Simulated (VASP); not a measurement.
A run of VASP 6.6.1:

Contents of INCAR:

```
PREC = Accurate ; ENCUT = 520
EDIFF = 1E-6 ; ISMEAR = -1
SIGMA = 0.15 ; LREAL = F
LASPH = T ; NELM = 100
ALGO = Fast ; ISIF = 2
LWAVE = F ; LCHARG = F
GGA = PS ; NBANDS = 14
```

File KPOINTS:

```
Automatic mesh
0
Gamma
  10 10 10
```

File POSCAR:

```
HfB
1.0
    0.0000000000      2.3949331435      2.3949331435
    2.3949331435      0.0000000000      2.3949331435
    2.3949331435      2.3949331435      0.0000000000
Hf B
1 1
Direct
    0.5000000000      0.5000000000      0.5000000000
    0.0000000000      0.0000000000      0.0000000000
```

Potentials or basis: VASP PAW PBE potentials, release 64 (Hf_pv, B).

The run is started by

```bash
$ cat potpaw_PBE.64/Hf_pv/POTCAR potpaw_PBE.64/B/POTCAR > POTCAR
$ mpirun -np 1 vasp_std > vasp.out
```

Hardware: 1 thread of Intel(R) Xeon(R) 6975P-C (Granite Rapids), with other jobs on the host.

How long does it take, and how much memory?

It took 10 s on 1 thread of Intel(R) Xeon(R) 6975P-C (Granite Rapids), with other jobs on the host, peak memory 0.16 GiB. Counts: scf iterations 13, k points 47.
